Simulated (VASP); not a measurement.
Input:

```
CELL_PARAMETERS angstrom
      4.76516     0.00000     0.00000
      0.00000     4.76516     0.00000
      0.00000     0.00000     3.20844
ATOMIC_POSITIONS crystal
  Sn 0.00000 0.00000 0.00000
  Sn 0.50000 0.50000 0.50000
  O  0.30585 0.30585 0.00000
  O  0.80585 0.19415 0.50000
  O  0.19415 0.80585 0.50000
  O  0.69415 0.69415 0.00000
```

Method: r2SCAN meta-GGA, VASP's PBE PAW potentials (set 64) (plane waves; VASP). Settings: 520 eV cut-off, 5×5×8 Γ-centred mesh, tetrahedra with Blöchl corrections, potentials Sn_d O.

The cores are frozen, which limits the accuracy of field gradients.

Give the principal components of the electric field gradient (V/Å²) and the asymmetry η at each nucleus.

```json
[
 {"atom": "Sn1", "Vxx": "-48.9", "Vyy": "-5.0", "Vzz": "53.9", "η": "0.81"},
 {"atom": "Sn2", "Vxx": "-48.9", "Vyy": "-5.0", "Vzz": "53.9", "η": "0.81"},
 {"atom": "O3", "Vxx": "58.4", "Vyy": "47.1", "Vzz": "-105.5", "η": "0.11"},
 {"atom": "O4", "Vxx": "58.4", "Vyy": "47.1", "Vzz": "-105.5", "η": "0.11"},
 {"atom": "O5", "Vxx": "58.4", "Vyy": "47.1", "Vzz": "-105.5", "η": "0.11"},
 {"atom": "O6", "Vxx": "58.4", "Vyy": "47.1", "Vzz": "-105.5", "η": "0.11"}
]
```

The compound is SnO2 in the rutile structure. It was relaxed first.
